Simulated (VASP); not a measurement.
# Ge3B2C3 (P3m1) in VASP: single point with r2SCAN

Aim: the single point of Ge3B2C3 with r2SCAN.

All numbers are computed with VASP 6.6.1; they aren't measurements. Logs are shortened: lines on timing, memory, paths and dates and some standing lists are left out, and cuts for length are marked.

## Step 1: The crystal as given

Symmetry: P3m1, No. 156, trigonal system. The conventional cell has a = 3.139 Å, b = 3.139 Å, c = 10.513 Å, α = 90.00°, β = 90.00°, γ = 120.00°. Around Ge (site symmetry 3m) lie 4 C at 1.95 to 1.97 Å. Ge (site symmetry 3m) is surrounded by 4 C at 1.96 to 2.01 Å. Ge (site symmetry 3m) is surrounded by 1 C at 1.96 Å and 3 B at 2.09 Å. B (site symmetry 3m) has 1 B at 1.70 Å and 3 C at 1.85 Å as nearest neighbours. B (site symmetry 3m) is surrounded by 1 B at 1.70 Å. Around C (site symmetry 3m) lie 3 B at 1.85 Å and 1 Ge at 2.01 Å. C (site symmetry 3m) has 4 Ge at 1.95 to 1.96 Å as nearest neighbours. Around C (site symmetry 3m) lie 4 Ge at 1.96 to 1.97 Å.

The cell was built by a generator and needn't be a form met in nature.

## Step 2: Single point, r2SCAN

Input file INCAR:

```
  PREC = Accurate
  ENCUT = 520
  EDIFF = 1E-6
  ISMEAR = 0
  SIGMA = 0.1
  LREAL = F
  LASPH = T
  NELM = 150
  ALGO = Normal
  ISIF = 2
  LWAVE = F
  LCHARG = F
  METAGGA = R2SCAN
  LMIXTAU = T
  NBANDS = 40
  KPAR = 4
```

Input file KPOINTS:

```
regular mesh
0
Gamma
  12 12 4
```

Input file POSCAR:

```
Ge3B2C3
1.0
    3.1386510000      0.0000000000      0.0000000000
   -1.5693250000      2.7181510000      0.0000000000
    0.0000000000      0.0000000000     10.5126500000
Ge B C
3 2 3
Direct
    0.0000000000      0.0000000000      0.2501780000
    0.6666670000      0.3333330000      0.5078640000
    0.6666670000      0.3333330000      0.9945360000
    0.0000000000      0.0000000000      0.7335240000
    0.0000000000      0.0000000000      0.8951720000
    0.6666670000      0.3333330000      0.6991640000
    0.6666670000      0.3333330000      0.1813200000
    0.0000000000      0.0000000000      0.4380350000
```

Potentials or basis: VASP PAW PBE potentials, release 64 (Ge_d, B, C).

Run with:

```console
> cat potpaw_PBE.64/Ge_d/POTCAR potpaw_PBE.64/B/POTCAR potpaw_PBE.64/C/POTCAR > POTCAR
> mpirun -np 4 vasp_std > vasp.out
```

OUTCAR:

```text
PREC = Accurate
   ENCUT = 520
   EDIFF = 1E-6
   ISMEAR = 0
   LREAL = F
   LASPH = T
   NELM = 150
   ISIF = 2
   METAGGA = R2SCAN

 ion  position               nearest neighbor table
   1  0.000  0.000  0.250-   7 1.95   7 1.95   7 1.95   8 1.97
   2  0.667  0.333  0.508-   8 1.96   8 1.96   8 1.96   6 2.01
   3  0.667  0.333  0.995-   7 1.96   5 2.09   5 2.09   5 2.09
   4  0.000  0.000  0.734-   5 1.70   6 1.85   6 1.85   6 1.85
   5  0.000  0.000  0.895-   4 1.70   3 2.09   3 2.09   3 2.09
   6  0.667  0.333  0.699-   4 1.85   4 1.85   4 1.85   2 2.01
   7  0.667  0.333  0.181-   1 1.95   1 1.95   1 1.95   3 1.96
   8  0.000  0.000  0.438-   2 1.96   2 1.96   2 1.96   1 1.97

  LATTYP: Found a hexagonal cell.
 ALAT       =     3.1386510000
 C/A-ratio  =     3.3494166761

  Lattice vectors:

 A1 = (   3.1386510000,   0.0000000000,   0.0000000000)
 A2 = (  -1.5693250000,   2.7181510000,   0.0000000000)
 A3 = (   0.0000000000,   0.0000000000,  10.5126500000)

Analysis of symmetry for initial positions (statically):
=====================================================================
 Subroutine PRICEL returns:
 Original cell was already a primitive cell.

 Routine SETGRP: Setting up the symmetry group for a
 hexagonal supercell.

 Subroutine GETGRP returns: Found  6 space group operations
 (whereof  6 operations were pure point group operations)
 out of a pool of 24 trial point group operations.

The static configuration has the point symmetry C_3v.

Analysis of symmetry for dynamics (positions and initial velocities):
=====================================================================
 Subroutine PRICEL returns:
 Original cell was already a primitive cell.

 Routine SETGRP: Setting up the symmetry group for a
 hexagonal supercell.

 Subroutine GETGRP returns: Found  6 space group operations
 (whereof  6 operations were pure point group operations)
 out of a pool of 24 trial point group operations.

The dynamic configuration has the point symmetry C_3v.

 Subroutine INISYM returns: Found  6 space group operations
 (whereof  6 operations are pure point group operations),
 and found     1 'primitive' translations

----------------------------------------------------------------------------------------

                                     Primitive cell

  volume of cell :      89.6869

  direct lattice vectors                    reciprocal lattice vectors
     3.138651000  0.000000000  0.000000000     0.318608217  0.183948515  0.000000000
    -1.569325000  2.718151000  0.000000000     0.000000000  0.367897148  0.000000000
     0.000000000  0.000000000 10.512650000     0.000000000  0.000000000  0.095123494

  length of vectors
     3.138651000  3.138650317 10.512650000     0.367897068  0.367897148  0.095123494

  position of ions in fractional coordinates (direct lattice)
     0.000000000  0.000000000  0.250178000
     0.666667000  0.333333000  0.507864000
     0.666667000  0.333333000  0.994536000
     0.000000000  0.000000000  0.733524000
     0.000000000  0.000000000  0.895172000
     0.666667000  0.333333000  0.699164000
     0.666667000  0.333333000  0.181320000
     0.000000000  0.000000000  0.438035000

  ion indices of the primitive-cell ions
   primitive index   ion index
                 1           1
                 2           2
                 3           3
                 4           4
                 5           5
                 6           6
                 7           7
                 8           8

----------------------------------------------------------------------------------------

 KPOINTS: regular mesh

Automatic generation of k-mesh.
 Grid dimensions read from file:
 generate k-points for:   12   12    4

 Generating k-lattice:

  Cartesian coordinates                     Fractional coordinates (reciprocal lattice)
     0.026550685  0.015329043  0.000000000     0.083333333  0.000000000  0.000000000
     0.000000000  0.030658096  0.000000000     0.000000000  0.083333333  0.000000000
     0.000000000  0.000000000  0.023780874     0.000000000  0.000000000  0.250000000

  Length of vectors
     0.030658089  0.030658096  0.023780874

  Shift w.r.t. Gamma in fractional coordinates (k-lattice)
     0.000000000  0.000000000  0.000000000

 Subroutine IBZKPT returns following result:
 ===========================================

 Found     69 irreducible k-points:

 Following reciprocal coordinates:
            Coordinates               Weight
  0.000000  0.000000  0.000000      1.000000
  0.083333  0.000000  0.000000      6.000000
  0.166667  0.000000  0.000000      6.000000
  0.250000  0.000000  0.000000      6.000000
  0.333333  0.000000  0.000000      6.000000
  0.416667  0.000000  0.000000      6.000000
[... 16 lines left out ...]
  0.166667  0.000000  0.250000      6.000000
  0.000000  0.166667  0.250000      6.000000
 [... further k-points ...]
   k-points           NKPTS =     69   k-points in BZ     NKDIM =     69   number of bands    NBANDS=     40
   number of dos      NEDOS =    301   number of ions     NIONS =      8
   total plane-waves  NPLWV =  46080
   dimension x,y,z NGX =    24 NGY =   24 NGZ =   80
   dimension x,y,z NGXF=    48 NGYF=   48 NGZF=  160
   ions per type =               3   2   3
   NGX,Y,Z   is equivalent  to a cutoff of  12.71, 12.71, 12.65 a.u.
   NGXF,Y,Z  is equivalent  to a cutoff of  25.42, 25.42, 25.30 a.u.
 SYSTEM =  unknown system
   PREC   = accura    normal or accurate (medium, high low for compatibility)
   ISTART =      0    job   : 0-new  1-cont  2-samecut
   ICHARG =      2    charge: 1-file 2-atom 10-const
   ISPIN  =      1    spin polarized calculation?
   LNONCOLLINEAR =      F non collinear calculations
   LSORBIT =      F    spin-orbit coupling
   LASPH  =      T    aspherical Exc in radial PAW
   ENCUT  =  520.0 eV  38.22 Ry    6.18 a.u.   5.84  5.84 19.55*2*pi/ulx,y,z
   NELM   =    150;   NELMIN=  2; NELMDL= -5     # of ELM steps
   EDIFF  = 0.1E-05   stopping-criterion for ELM
   LREAL  =      F    real-space projection
   EDIFFG = 0.1E-04   stopping-criterion for IOM
   NSW    =      0    number of steps for IOM
   IBRION =     -1    ionic relax: 0-MD 1-quasi-New 2-CG
   NFREE  =      0    steps in history (QN), initial steepest desc. (CG)
   ISIF   =      2    stress and relaxation
   ISYM   =      2    0-nonsym 1-usesym 2-fastsym
   POTIM  = 0.5000    time-step for ionic-motion
   TEBEG  =    0.0;   TEEND  =   0.0 temperature during run
   PSTRESS=    0.0 pullay stress
   NELECT =      60.0000    total number of electrons
   NUPDOWN=      -1.0000    fix difference up-down
   EMIN   =  10.00;   EMAX   =-10.00  energy-range for DOS
   EFERMI =   0.00;   METHOD = LEGACY
   ISMEAR =     0;   SIGMA  =   0.10  broadening in eV -4-tet -1-fermi 0-gaus
   EFERMI_NEDOS =   21; number of points for ismear=-14 and -15
   IALGO  =     38    algorithm
   IMIX   =      4    mixing-type and parameters
     AMIX     =   0.40;   BMIX     =  1.00
     AMIX_MAG =   1.60;   BMIX_MAG =  1.00
  volume/ion in A,a.u.               =      11.21        75.65
  Fermi-wavevector in a.u.,A,eV,Ry     =   1.431800  2.705709 27.892634  2.050051
  Thomas-Fermi vector in A             =   2.551497
   LORBIT       =      0    0 simple, 1 ext, 2 COOP (PROOUT), +10 PAW based schemes
   METAGGA = R2SCAN    functional components
   LHFCALC =     F    Hartree Fock is set to
   AEXX    =    0.0000 exact exchange contribution
   IVDW    =     0    specifies the selected vdW correction
   LEPSILON=     F    determine dielectric tensor
   LRPA    =     F    only Hartree local field effects (RPA)
 non-spin polarized calculation
 Gauss-broadening in eV      SIGMA  =   0.10
  energy-cutoff  :      520.00
  volume of cell :       89.69
 maximum number of plane-waves:      2440
   NGX = 11   NGY = 11   NGZ = 39

 number of electron      60.0000017 magnetization

 Free energy of the ion-electron system (eV)
  ---------------------------------------------------
  ext. energy  EPLUGINS =         0.00000000
  ---------------------------------------------------
  free energy    TOTEN  =       -80.86300824 eV

  energy without entropy =      -80.85278133  energy(sigma->0) =      -80.85789479

 E-fermi :   6.1376     XC(G=0): -12.4685

 val. band max:        6.1313669731   @ k =   0.0000   0.0833   0.2500
 cond. band min:       6.1413030920   @ k =   0.3333   0.0833   0.5000
 fundamental gap:      0.0099361189
 Fermi energy:         6.1376161637

 k-point     1 :       0.0000    0.0000    0.0000
  band No.  band energies     occupation
      1     -19.0810      2.00000
      2     -19.0752      2.00000
      3     -19.0752      2.00000
      4     -18.9649      2.00000
      5     -18.9649      2.00000
      6     -18.8883      2.00000
[... 32 lines left out ...]
     39      13.8055      0.00000
     40      13.8055      0.00000

 k-point     2 :       0.0833    0.0000    0.0000
  band No.  band energies     occupation
      1     -19.0855      2.00000
      2     -19.0703      2.00000
      3     -19.0695      2.00000
      4     -18.9677      2.00000
      5     -18.9649      2.00000
      6     -18.8898      2.00000
[... 32 lines left out ...]
     39      13.5906      0.00000
     40      14.0968      0.00000

 k-point     3 :       0.1667    0.0000    0.0000
  band No.  band energies     occupation
      1     -19.0944      2.00000
      2     -19.0577      2.00000
      3     -19.0574      2.00000
      4     -18.9751      2.00000
      5     -18.9645      2.00000
      6     -18.8943      2.00000
[... 853 lines left out ...]
  band No.  band energies     occupation
      1     -19.0944      2.00000
      2     -19.0577      2.00000
      3     -19.0574      2.00000
      4     -18.9751      2.00000
      5     -18.9645      2.00000
      6     -18.8943      2.00000
[... 32 lines left out ...]
     39      13.8776      0.00000
     40      14.6471      0.00000

 k-point    24 :       0.0000    0.1667    0.2500
  band No.  band energies     occupation
      1     -19.0944      2.00000
      2     -19.0577      2.00000
      3     -19.0574      2.00000
      4     -18.9751      2.00000
      5     -18.9645      2.00000
      6     -18.8943      2.00000
[... 32 lines left out ...]
     39      13.6831      0.00000
     40      14.4581      0.00000

 [... further k-points ...]

------------------------ aborting loop because EDIFF is reached ----------------------------------------

  FORCE on cell =-STRESS in cart. coord.  units (eV):
  Direction    XX          YY          ZZ          XY          YZ          ZX
  --------------------------------------------------------------------------------------
  -------------------------------------------------------------------------------------
  Total       -1.5796949     -1.5796944     -1.8296923     -0.0000003      0.0000000     -0.0000000
  in kB      -28.2198693    -28.2198589    -32.6858544     -0.0000052      0.0000000     -0.0000000
  external PRESSURE =     -29.7085275 kB  Pullay stress =       0.0000000 kB

 VOLUME and BASIS-vectors are now :
 -----------------------------------------------------------------------------
  energy-cutoff  :      520.00
  volume of cell :       89.69
      direct lattice vectors                 reciprocal lattice vectors
     3.138651000  0.000000000  0.000000000     0.318608217  0.183948515  0.000000000
    -1.569325000  2.718151000  0.000000000     0.000000000  0.367897148  0.000000000
     0.000000000  0.000000000 10.512650000     0.000000000  0.000000000  0.095123494

 POSITION                                       TOTAL-FORCE (eV/Angst)
 -----------------------------------------------------------------------------------
      0.00000      0.00000      2.63003         0.000000     -0.000000     -0.022217
      1.56933      0.90605      5.33900        -0.000000     -0.000000     -0.091892
      1.56933      0.90605     10.45521        -0.000000     -0.000000      0.073442
      0.00000      0.00000      7.71128         0.000000     -0.000000      0.101892
      0.00000      0.00000      9.41063        -0.000000     -0.000000      0.145489
      1.56933      0.90605      7.35007        -0.000000      0.000000     -0.247543
      1.56933      0.90605      1.90615         0.000000     -0.000000      0.015383
      0.00000      0.00000      4.60491         0.000000     -0.000000      0.025445
 -----------------------------------------------------------------------------------
    total drift:                               -0.002320      0.001324      0.005501

  FREE ENERGIE OF THE ION-ELECTRON SYSTEM (eV)
  ---------------------------------------------------
  free  energy   TOTEN  =       -80.8630082406 eV

  energy  without entropy=      -80.8527813340  energy(sigma->0) =      -80.85789479
```

Run time: 9.7 min. Hardware: 4 MPI ranks of AMD EPYC 7R43 (Zen 3), shared host; peak memory 0.32 GiB.

What came out:

```
Free energy            : -80.8630 eV
Pressure               : -3.0 GPa
Largest force          : 0.248 eV/Å
Band gap on the k mesh : none (metal or under the smearing width)
```

Forces in eV/Å, atoms in the order of the input:
```
Ge   0.000  0.000 -0.022
Ge   0.000  0.000 -0.092
Ge   0.000  0.000  0.073
B    0.000  0.000  0.102
B    0.000  0.000  0.145
C    0.000  0.000 -0.248
C    0.000  0.000  0.015
C    0.000  0.000  0.025
```

Stress tensor (GPa, compression positive):
```
-2.82  0.00  0.00
 0.00 -2.82  0.00
 0.00  0.00 -3.27
```

Caveat: the PAW data sets were made with another functional, which shifts forces and pressure a little.
